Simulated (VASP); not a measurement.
```xyz
1
Lattice="0.0000 2.0450 2.0450 2.0450 0.0000 2.0450 2.0450 2.0450 0.0000" Properties=species:S:1:pos:R:3 pbc="T T T"
Ag     0.0000     0.0000     0.0000
```

Level of theory: PBE GGA, VASP's PBE PAW potentials (set 64) (plane waves; VASP). Run with 300 eV cut-off, 18×18×18 Γ-centred mesh, Fermi-Dirac smearing of 0.10 eV, potentials Ag.

At this cut-off the stress carries a Pulay error, which pulls relaxed volumes low.

Question: Give the stress tensor in GPa (positive for a compressed cell).

Answer: 
```
4.09  0.00  0.00
0.00  4.09  0.00
0.00  0.00  4.09
```
The pressure is its mean diagonal, 4.09 GPa.

The structure is a typed Ag crystal (Fm-3m). The cell was not relaxed at this level.
